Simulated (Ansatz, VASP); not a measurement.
# Cross-check of SiH2C (SiC wire along [111], 24 atoms a period, H-terminated) between VASP and Ansatz, part 2 of 2

One calculation is typed for both programs; each brings its own data sets. How far apart do they land? Of the first pair: The structure shown is the start of the Ansatz relaxation below; VASP solves that cell, so the two are compared at the walk's first step.

VASP 6.6.1 and Ansatz 0.2.0.

So far: The starting structure; Ansatz: relaxation, PBE.

### 3. VASP: single point, PBE, start cell, pair 1

Level of this step: PBE; plane waves and PAW (Si, C, H) (VASP).

The same cell, functional, mesh and smearing now go to VASP, with its own data sets.

Lines of VASP's logs that name or quote its potential files are left out, and so is its time.

Contents of INCAR:

```
SYSTEM = SiH2C
PREC = Accurate
ENCUT = 520
EDIFF = 1E-06
NELM = 120
ISMEAR = -1
SIGMA = 0.05
LREAL = Auto
ALGO = Normal
GGA = PE
NBANDS = 96
LORBIT = 11
LWAVE = .FALSE.
LCHARG = .FALSE.
ISIF = 2
LASPH = .TRUE.
GGA_COMPAT = .FALSE.
EFERMI = MIDGAP
KPAR = 4
```

Contents of POSCAR:

```
SiH2C
1.0
   13.8460000000      0.0000000000      0.0000000000
    0.0000000000     14.6060000000      0.0000000000
    0.0000000000      0.0000000000      7.5863830000
Si C H
12 12 24
Direct
    0.3322439694      0.5113050116      0.0000000000
    0.4440859454      0.3276686978      0.0000000000
    0.5559279214      0.5113050116      0.0000000000
    0.3322439694      0.6337291524      0.3333332894
    0.4440859454      0.4500929070      0.3333332894
    0.5559279214      0.6337291524      0.3333332894
    0.6677698974      0.4500929070      0.3333332894
    0.3322439694      0.3888808024      0.6666665788
    0.4440859454      0.5725170478      0.6666665788
    0.5559279214      0.3888808024      0.6666665788
    0.6677698974      0.5725170478      0.6666665788
    0.4440859454      0.6949412570      0.0000000000
    0.3322439694      0.5113050116      0.2500000330
    0.4440859454      0.3276686978      0.2500000330
    0.4440859454      0.6949412570      0.2500000330
    0.5559279214      0.5113050116      0.2500000330
    0.3322439694      0.6337291524      0.5833333223
    0.4440859454      0.4500929070      0.5833333223
    0.5559279214      0.6337291524      0.5833333223
    0.6677698974      0.4500929070      0.5833333223
    0.3322439694      0.3888808024      0.9166666117
    0.4440859454      0.5725170478      0.9166666117
    0.5559279214      0.3888808024      0.9166666117
    0.6677698974      0.5725170478      0.9166666117
    0.2455582840      0.6811730111      0.2687438797
    0.6426136068      0.6811730111      0.2687438797
    0.6677698974      0.3552052581      0.2687438797
    0.7544555828      0.4975366972      0.2687438797
    0.2661977466      0.4751572641      0.2992109679
    0.3780397227      0.2915210188      0.2992109679
    0.4440859454      0.7672366151      0.2992109679
    0.5101321681      0.2915210188      0.2992109679
    0.2455582840      0.4363246611      0.6020771691
    0.3322439694      0.2939931535      0.6020771691
    0.5559279214      0.2939931535      0.6020771691
    0.7544555828      0.6199609065      0.6020771691
    0.2661977466      0.5975814734      0.6325442573
    0.3322439694      0.7060245105      0.6325442573
    0.5559279214      0.7060245105      0.6325442573
    0.7338161202      0.4139452280      0.6325442573
    0.2455582840      0.5587488019      0.9354105903
    0.3574002600      0.7423850472      0.9354105903
    0.4440859454      0.2327810489      0.9354105903
    0.5307716308      0.7423850472      0.9354105903
    0.2661977466      0.3527331234      0.9658775467
    0.6219741442      0.3527331234      0.9658775467
    0.6677698974      0.6448124059      0.9658775467
    0.7338161202      0.5363693688      0.9658775467
```

Contents of KPOINTS:

```
Automatic mesh
0
Gamma
1 1 11
0 0 0
```

The projector-augmented-wave data sets are Si, C and H (PBE family, release 64).

On the command line:

```
$ mpirun -np 8 vasp_std
```

Numbers of over 12 decimals in the logs are rounded to 6 here.

Output:

```text
[banner, memory and clock lines left out]
running    8 mpi-ranks, on    1 nodes
[...]
|                                                                             |
|           W    W    AA    RRRRR   N    N  II  N    N   GGGG   !!!           |
|           W    W   A  A   R    R  NN   N  II  NN   N  G    G  !!!           |
|           W    W  A    A  R    R  N N  N  II  N N  N  G       !!!           |
|           W WW W  AAAAAA  RRRRR   N  N N  II  N  N N  G  GGG   !            |
|           WW  WW  A    A  R   R   N   NN  II  N   NN  G    G                |
|           W    W  A    A  R    R  N    N  II  N    N   GGGG   !!!           |
|                                                                             |
|     For optimal performance we recommend to set                             |
|       NCORE = 2 up to number-of-cores-per-socket                            |
|     NCORE specifies how many cores store one orbital (NPAR=cpu/NCORE).      |
|     This setting can greatly improve the performance of VASP for DFT.       |
|     The default, NCORE=1 might be grossly inefficient on modern             |
|     multi-core architectures or massively parallel machines. Do your        |
|     Unfortunately you need to use the default for GW and RPA                |
|     calculations (for HF NCORE is supported but not extensively tested      |
|     yet).                                                                   |
|                                                                             |

 LDA part: xc-table for (Slater+PW92), standard interpolation
 POSCAR, INCAR and KPOINTS ok, starting setup
[...]
entering main loop
       N       E                     dE             d eps       ncg     rms          rms(c)
DAV:   1     0.726124905730E+03    0.72612E+03   -0.40122E+04  1176   0.915E+02
DAV:   2    -0.141077461624E+03   -0.86720E+03   -0.82835E+03  1672   0.196E+02
DAV:   3    -0.284878361349E+03   -0.14380E+03   -0.14254E+03  1512   0.788E+01
DAV:   4    -0.293662073399E+03   -0.87837E+01   -0.87549E+01  1584   0.229E+01
[...]
DAV:  23    -0.262897826621E+03   -0.47879E-05   -0.80206E-07  1088   0.202E-03    0.688E-04
DAV:  24    -0.262897827977E+03   -0.13567E-05   -0.17059E-07  1112   0.984E-04    0.436E-04
DAV:  25    -0.262897828832E+03   -0.85444E-06   -0.94351E-08   968   0.647E-04
   1 F= -.26289783E+03 E0= -.26289783E+03  d E =-.108291E-16
```

From OUTCAR (step 3):

```text
  Total       -1.6102335     -1.5253473      3.3466031      0.0010211      0.0030625     -0.0071724
  in kB       -1.6815471     -1.5929015      3.4948167      0.0010663      0.0031981     -0.0074901
  external PRESSURE =       0.0734560 kB  Pullay stress =       0.0000000 kB

 POSITION                                       TOTAL-FORCE (eV/Angst)
 -----------------------------------------------------------------------------------
      4.60025      7.46812      0.00000         0.349132     -0.470190      0.442872
      6.14881      4.78593      0.00000         0.060927      0.276036      0.536277
      7.69738      7.46812      0.00000         0.366270      0.034975      0.138604
      4.60025      9.25625      2.52879         0.195813     -0.179229      0.540161
      6.14881      6.57406      2.52879        -0.159501     -0.322488      0.138112
      7.69738      9.25625      2.52879        -0.590634     -0.053957      0.445728
      9.24594      6.57406      2.52879        -0.489562      0.394971      0.662072
      4.60025      5.67999      5.05759         0.583253      0.232966      0.664929
      6.14881      8.36218      5.05759        -0.209218      0.313645      0.136373
      7.69738      5.67999      5.05759         0.241560      0.545560      0.443122
      9.24594      8.36218      5.05759        -0.262077     -0.068680      0.534970
      6.14881     10.15031      0.00000        -0.091791     -0.605688      0.662223
      4.60025      7.46812      1.89660         0.022931      0.142866     -0.143917
      6.14881      4.78593      1.89660        -0.006881     -0.124067     -0.074874
[...]
-----------------------------------------------------------------------------------
    total drift:                                0.006638      0.005828      0.005965

  FREE ENERGIE OF THE ION-ELECTRON SYSTEM (eV)
  ---------------------------------------------------
  free  energy   TOTEN  =      -262.8978288319 eV

  energy  without entropy=     -262.8978288319  energy(sigma->0) =     -262.89782883

[... 2 further parts left out ...]
```

### 4. Comparison

Known differences besides the potentials themselves: the cutoff is 420 eV in Ansatz and 520 eV in VASP (PREC = Accurate, projectors in real space). Total energies have different zeros and are not compared.

Forces on 10 of the 48 atoms, those with the largest forces and the largest differences (eV/Å; atoms numbered as in POSCAR):

```tsv
atom	Ansatz x, y, z	VASP x, y, z
Si1	0.362, -0.478, 0.449	0.349, -0.470, 0.443
Si6	-0.602, -0.060, 0.447	-0.591, -0.054, 0.446
Si7	-0.503, 0.402, 0.674	-0.490, 0.395, 0.662
Si8	0.598, 0.240, 0.674	0.583, 0.233, 0.665
Si10	0.240, 0.560, 0.447	0.242, 0.546, 0.443
Si12	-0.094, -0.622, 0.674	-0.092, -0.606, 0.662
C13	-0.001, 0.130, -0.138	0.023, 0.143, -0.144
C17	-0.111, 0.073, -0.059	-0.087, 0.062, -0.083
C19	0.120, -0.070, -0.136	0.114, -0.096, -0.154
H47	0.160, -0.613, -0.177	0.159, -0.590, -0.169
```

The forces differ by 12 meV/Å r.m.s., which is 3.8 % of the r.m.s. force of 0.301 eV/Å (both taken over all components).

### 5. Ansatz: relaxation, PBE

This run makes the geometry at which the two programs are then compared. The cell compared in this pair holds 1556.21 Å³, against 1534.23 Å³ for the pair before.

The structure compared here is the end of the Ansatz relaxation.

Contents of input.yaml:

```yaml
crystal:
  lattice:
    - [13.846, 0.0, 0.0]
    - [0.0, 14.606, 0.0]
    - [0.0, 0.0, 7.5863825372]
  atoms:
    - { symbol: Si, position: [0.332243967, 0.511304981, 0.0] }
    - { symbol: Si, position: [0.444085933, 0.327668718, 0.0] }
    - { symbol: Si, position: [0.555927898, 0.511304981, 0.0] }
    - { symbol: C, position: [0.332243967, 0.511304981, 0.25] }
    - { symbol: C, position: [0.444085933, 0.327668718, 0.25] }
    - { symbol: C, position: [0.444085933, 0.694941245, 0.25] }
    - { symbol: C, position: [0.555927898, 0.511304981, 0.25] }
    - { symbol: H, position: [0.245558284, 0.681172992, 0.26874392] }
    - { symbol: H, position: [0.642613582, 0.681172992, 0.26874392] }
    - { symbol: H, position: [0.667769863, 0.355205225, 0.26874392] }
    - { symbol: H, position: [0.754455547, 0.497536728, 0.26874392] }
    - { symbol: H, position: [0.266197732, 0.475157298, 0.299210982] }
    - { symbol: H, position: [0.378039698, 0.291521034, 0.299210982] }
    - { symbol: H, position: [0.444085933, 0.767236612, 0.299210982] }
    - { symbol: H, position: [0.510132168, 0.291521034, 0.299210982] }
    - { symbol: Si, position: [0.332243967, 0.633729157, 0.333333333] }
    - { symbol: Si, position: [0.444085933, 0.450092894, 0.333333333] }
    - { symbol: Si, position: [0.555927898, 0.633729157, 0.333333333] }
    - { symbol: Si, position: [0.667769863, 0.450092894, 0.333333333] }
    - { symbol: C, position: [0.332243967, 0.633729157, 0.583333333] }
    - { symbol: C, position: [0.444085933, 0.450092894, 0.583333333] }
    - { symbol: C, position: [0.555927898, 0.633729157, 0.583333333] }
    - { symbol: C, position: [0.667769863, 0.450092894, 0.583333333] }
    - { symbol: H, position: [0.245558284, 0.43632464, 0.602077253] }
    - { symbol: H, position: [0.332243967, 0.293993137, 0.602077253] }
    - { symbol: H, position: [0.555927898, 0.293993137, 0.602077253] }
    - { symbol: H, position: [0.754455547, 0.619960904, 0.602077253] }
    - { symbol: H, position: [0.266197732, 0.597581474, 0.632544315] }
    - { symbol: H, position: [0.332243967, 0.706024524, 0.632544315] }
    - { symbol: H, position: [0.555927898, 0.706024524, 0.632544315] }
    - { symbol: H, position: [0.733816098, 0.41394521, 0.632544315] }
    - { symbol: Si, position: [0.332243967, 0.388880806, 0.666666667] }
    - { symbol: Si, position: [0.444085933, 0.572517069, 0.666666667] }
    - { symbol: Si, position: [0.555927898, 0.388880806, 0.666666667] }
    - { symbol: Si, position: [0.667769863, 0.572517069, 0.666666667] }
    - { symbol: C, position: [0.332243967, 0.388880806, 0.916666667] }
    - { symbol: C, position: [0.444085933, 0.572517069, 0.916666667] }
    - { symbol: C, position: [0.555927898, 0.388880806, 0.916666667] }
    - { symbol: C, position: [0.667769863, 0.572517069, 0.916666667] }
    - { symbol: H, position: [0.245558284, 0.558748816, 0.935410586] }
    - { symbol: H, position: [0.357400249, 0.74238508, 0.935410586] }
    - { symbol: H, position: [0.444085933, 0.232781049, 0.935410586] }
    - { symbol: H, position: [0.530771616, 0.74238508, 0.935410586] }
    - { symbol: H, position: [0.266197732, 0.352733122, 0.965877649] }
    - { symbol: H, position: [0.621974133, 0.352733122, 0.965877649] }
    - { symbol: H, position: [0.667769863, 0.644812436, 0.965877649] }
    - { symbol: H, position: [0.733816098, 0.536369386, 0.965877649] }
    - { symbol: Si, position: [0.444085933, 0.694941245, 0.0] }
kpoints:
  mp_grid: { grid: [1, 1, 11] }
scf:
  occupations: { method: fermi_dirac, width: 0.05 }
hamiltonian:
  xc: pbe
relax:
  cell: { fix: [a, b, alpha, beta, gamma] }
  max_steps: 45
  f_tol: 0.03
```

On the command line:

```
$ ansatz run input.yaml --threads 4 --pin off --max-ram 16384MiB --backend cpu --events-out ev --progress --plain --runs-dir out
```

Output:

```text
[...]
Crystal: 48 atoms, lattice volume = 1534.230 Å³
Basis set: ecut = 420 eV, 29991 PW (Γ), exchange–correlation on 192×200×108 points (8 copies of the dense FFT grid, shifted against one another)
Bands: 108, of which v1, the nominal top of the filled ones, is band 60 counted from 1 (59 counted from 0)
Symmetry: 1 space group operations
[...]
- { symbol: C, position: [0.552691, 0.390295, 0.914879] }
    - { symbol: C, position: [0.667598, 0.570114, 0.912807] }
[...]
- { symbol: H, position: [0.268228, 0.355327, 0.961679] }
    - { symbol: H, position: [0.618021, 0.354077, 0.960332] }
    - { symbol: H, position: [0.672839, 0.640589, 0.962576] }
    - { symbol: H, position: [0.732584, 0.533845, 0.958443] }
    - { symbol: Si, position: [0.442585, 0.694436, 0.00440896] }
[key lines of the parts left out:]
SCF converged after 6 iterations
Free energy (F): -11028.100990 eV
Fermi energy:    -1.200445 eV
P = ⅓ Tr σ = 0.0004 GPa (0.004 kbar)
```

### 6. VASP: single point, PBE, relaxed cell, pair 2

The same cell, functional, mesh and smearing now go to VASP, with its own data sets.

Changes to INCAR since step 3:

```diff
@@ -2,3 +2,3 @@
 PREC = Accurate
-ENCUT = 520
+ENCUT = 600
 EDIFF = 1E-06
```

Contents of POSCAR:

```
SiH2C
1.0
   13.8460000000      0.0000000000      0.0000000000
    0.0000000000     14.6060000000      0.0000000000
    0.0000000000      0.0000000000      7.6950727934
Si C H
12 12 24
Direct
    0.3336227069      0.5113103730      0.0028889485
    0.4435974566      0.3275538790      0.0015486394
    0.5564650925      0.5116354128      0.0022563826
    0.3323691149      0.6342307210      0.3348494561
    0.4440964744      0.4495119194      0.3355913530
    0.5552351713      0.6326200233      0.3362103397
    0.6680287766      0.4515915525      0.3377599595
    0.3334853951      0.3879087575      0.6711049665
    0.4435172238      0.5728210374      0.6689281909
    0.5552425028      0.3900273291      0.6695554477
    0.6681382573      0.5721902557      0.6681938175
    0.4425846540      0.6944364872      0.0044089556
    0.3351544499      0.5132651133      0.2482081247
    0.4419824026      0.3290150158      0.2461588972
    0.4443938549      0.6927070218      0.2488581481
    0.5566047726      0.5106914706      0.2504297749
    0.3345148904      0.6347878426      0.5794657230
    0.4431813621      0.4498381537      0.5837654509
    0.5562509304      0.6303573225      0.5815360243
    0.6655718431      0.4509632255      0.5822074619
    0.3341408409      0.3902374212      0.9155512996
    0.4443017415      0.5733781425      0.9170969973
    0.5526912783      0.3902948039      0.9148790868
    0.6675980976      0.5701144265      0.9128066934
    0.2438208596      0.6828991229      0.2699812713
    0.6438667551      0.6823915548      0.2745837617
    0.6740940565      0.3551883416      0.2707070153
    0.7574813454      0.4993629354      0.2754321106
    0.2693907872      0.4777600101      0.2936632763
    0.3763512735      0.2938112027      0.2918116613
    0.4454677984      0.7642805979      0.2949495565
    0.5037565868      0.2894993307      0.2959525491
    0.2423671005      0.4310757188      0.6040244942
    0.3324505766      0.2905712307      0.6088094954
    0.5564489183      0.2923609280      0.6079390503
    0.7569042987      0.6205100169      0.6033270573
    0.2675028214      0.6038609807      0.6292178084
    0.3351653789      0.7062724991      0.6251056208
    0.5566791427      0.7021016438      0.6269777913
    0.7304217523      0.4143040076      0.6283273883
    0.2437916758      0.5591027984      0.9412235288
    0.3541769673      0.7439088877      0.9420879708
    0.4433918490      0.2304888859      0.9367426678
    0.5276245529      0.7475625271      0.9373049406
    0.2682284781      0.3553269294      0.9616787141
    0.6180210293      0.3540774385      0.9603323486
    0.6728392290      0.6405890995      0.9625756037
    0.7325836882      0.5338447139      0.9584429982
```

KPOINTS is that of step 3.

On the command line:

```
$ mpirun -np 8 vasp_std
```

Output:

```text
[banner, memory and clock lines left out]
running    8 mpi-ranks, on    1 nodes
[...]
[... a notice as in an earlier step ...]

 LDA part: xc-table for (Slater+PW92), standard interpolation
 POSCAR, INCAR and KPOINTS ok, starting setup
[...]
entering main loop
       N       E                     dE             d eps       ncg     rms          rms(c)
DAV:   1     0.795041597464E+03    0.79504E+03   -0.42482E+04  1152   0.102E+03
DAV:   2    -0.126911176544E+03   -0.92195E+03   -0.87876E+03  1696   0.205E+02
DAV:   3    -0.284630171482E+03   -0.15772E+03   -0.15637E+03  1488   0.831E+01
DAV:   4    -0.294673424234E+03   -0.10043E+02   -0.10012E+02  1624   0.247E+01
[...]
DAV:  23    -0.263278723982E+03   -0.40303E-05   -0.55463E-07  1120   0.216E-03    0.716E-04
DAV:  24    -0.263278725636E+03   -0.16545E-05   -0.34412E-07  1016   0.136E-03    0.587E-04
DAV:  25    -0.263278726157E+03   -0.52119E-06   -0.59979E-08  1120   0.774E-04
   1 F= -.26327873E+03 E0= -.26327873E+03  d E =-.261802E-17
```

OUTCAR, selected parts (step 6):

```text
  Total       -0.4974275     -0.4904374     -0.1547891      0.0019997      0.0089504     -0.0005114
  in kB       -0.5121203     -0.5049238     -0.1593612      0.0020588      0.0092147     -0.0005266
  external PRESSURE =      -0.3921351 kB  Pullay stress =       0.0000000 kB

 POSITION                                       TOTAL-FORCE (eV/Angst)
 -----------------------------------------------------------------------------------
      4.61934      7.46820      0.02223        -0.010995      0.003247     -0.012016
      6.14205      4.78425      0.01192        -0.000519     -0.011228     -0.009428
      7.70482      7.47295      0.01736         0.021769     -0.006592     -0.001029
      4.60198      9.26357      2.57669        -0.009348      0.005599     -0.013661
      6.14896      6.56557      2.58240        -0.019182     -0.018730     -0.003177
      7.68779      9.24005      2.58716         0.011827      0.008210     -0.011775
      9.24953      6.59595      2.59909         0.003056     -0.002197     -0.019483
      4.61744      5.66580      5.16420        -0.004804     -0.004240     -0.015967
      6.14094      8.36662      5.14745        -0.009261      0.023178      0.001507
      7.68789      5.69674      5.15228         0.003882     -0.016224     -0.013776
      9.25104      8.35741      5.14180         0.008162      0.008469     -0.008775
      6.12803     10.14294      0.03393        -0.000955      0.006162     -0.018649
      4.64055      7.49675      1.90998         0.020478      0.025177     -0.004667
      6.11969      4.80559      1.89421         0.013948      0.032857     -0.010127
[...]
-----------------------------------------------------------------------------------
    total drift:                               -0.009217     -0.006476     -0.007490

  FREE ENERGIE OF THE ION-ELECTRON SYSTEM (eV)
  ---------------------------------------------------
  free  energy   TOTEN  =      -263.2787261575 eV

  energy  without entropy=     -263.2787261575  energy(sigma->0) =     -263.27872616

[... 1 part as in an earlier step ...]

[... 1 further part left out ...]
```

### 7. Comparison

What differs besides the data sets and the points named for the pairs above, as far as they apply: the cutoff is 420 eV in Ansatz and 600 eV in VASP (PREC = Accurate, projectors in real space); Ansatz's pressure holds a Pulay correction, VASP's none. Total energies have different zeros and are not compared.

The two programs side by side:

```tsv
quantity	Ansatz	VASP	difference
pressure (GPa)	0.00	-0.04	+0.04
gap on the k mesh (eV)	4.057	4.057	+0.001
```

At this near-relaxed geometry the largest component of a force difference is 20 meV/Å. A gap on the mesh is an upper bound, since the band edges may lie between its points.

### 8. Results

```json
{
  "r.m.s. force difference (single point, PBE, start cell, pair 1)": "3.8 % of the r.m.s. force",
  "difference in gap on the k mesh (single point, PBE, relaxed cell, pair 2)": "5.9e-4 eV",
  "r.m.s. force difference (single point, PBE, relaxed cell, pair 2)": "9.6 meV/Å"
}
```

The r.m.s. force difference is 3.8 % of the r.m.s. force (single point, PBE, start cell, pair 1), beyond the 3 % picked in this series as the mark of a large difference. Such differences can come from data sets, numerical settings and the points named under the comparisons, not from the functional's error against experiment.

[Lines on the potential files, build, host, timing and source positions are cut from VASP's logs without a mark.]

[Logs are printed without paths, hosts, clocks, repeated set-up lines and the standing remarks that a program may print on its own settings, such as how far it seeks lower states.]

[Hosts, paths, dates, database ids (printed as entryN), source tags and the programs' standing remarks are cut or masked in the printed files.]
